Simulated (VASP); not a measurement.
## MgSn₂ (space group P-62m): computed properties

These are PBEsol GGA, VASP's PBE PAW potentials (set 64) (plane waves; VASP) values and carry that method's errors.

```
Item                                                                                                        Value
----------------------------------  -----------------------------------------------------------------------------
space group                                                                                           P-62m (189)
cell                                a = 5.6301 Å, b = 5.6301 Å, c = 5.3606 Å, α = 90.00°, β = 90.00°, γ = 120.00°
volume per atom                                                                                     24.53 Å³/atom
band gap (over mesh and band path)                                       none (metal, semimetal or under 0.01 eV)
band gap with spin-orbit coupling                                                                 none (metallic)
density                                                                                                5.91 g/cm³
```

```cif
data_Mg2Sn4
_chemical_formula_sum 'Mg2 Sn4'
_space_group_name_H-M_alt 'P 1'
_space_group_IT_number 1
_cell_length_a 5.63009
_cell_length_b 5.63009
_cell_length_c 5.36056
_cell_angle_alpha 90.000
_cell_angle_beta 90.000
_cell_angle_gamma 120.000
loop_
_space_group_symop_operation_xyz
  'x, y, z'
loop_
_atom_site_label
_atom_site_type_symbol
_atom_site_fract_x
_atom_site_fract_y
_atom_site_fract_z
_atom_site_occupancy
Mg1 Mg 0.66667 0.33333 0.50000 1
Mg2 Mg 0.33333 0.66667 0.50000 1
Sn1 Sn 0.65491 0.00000 0.00000 1
Sn2 Sn 0.34509 0.34509 0.00000 1
Sn3 Sn 0.00000 0.65491 0.00000 1
Sn4 Sn 0.00000 0.00000 0.50000 1
```

Unless said otherwise, spin-orbit coupling is left out, though it shifts the bands of the heavy elements here.

The structure comes from a computed database's MgSn2 entry (P-62m); how it stands against other phases isn't given here. It was relaxed first. Symmetry was kept, so distortions that lower it aren't found.
